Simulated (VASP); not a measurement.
Given:

```
AgBr
1.0
    0.00000     2.88500     2.88500
    2.88500     0.00000     2.88500
    2.88500     2.88500     0.00000
Ag Br
1 1
Cartesian
  0.00000   0.00000   0.00000
  2.88500   2.88500   2.88500
```

Computed with PBE GGA, VASP's PBE PAW potentials (set 64) (plane waves; VASP). Numerical set-up: 300 eV cut-off, 10×10×10 Γ-centred mesh, Fermi-Dirac smearing of 0.050 eV, potentials Ag Br.

Question: Give the energies of bands 2 to 11 at the high-symmetry points, in eV from the valence-band maximum.

Answer: 
```csv
band,Γ,X,U,L,W
2,-2.73,-4.18,-4.11,-5.15,-4.11
3,-2.73,-2.99,-4.03,-4.08,-3.85
4,-2.73,-2.77,-3.70,-4.08,-3.85
5,-2.73,-2.77,-2.59,-2.43,-2.33
6,-2.73,-2.57,-2.38,-2.43,-2.33
7,-1.89,-2.33,-2.17,-2.10,-2.24
8,-1.89,-2.33,-1.98,0.00,-2.24
9,-1.89,-2.24,-1.17,0.00,-1.49
10,0.66,1.62,2.96,3.77,3.75
11,9.91,7.08,6.83,6.49,7.13
```

The gap is indirect, 0.66 eV, from the valence maximum at L to the conduction minimum at Γ.

The structure is a typed AgBr crystal (Fm-3m). The cell was not relaxed at this level.
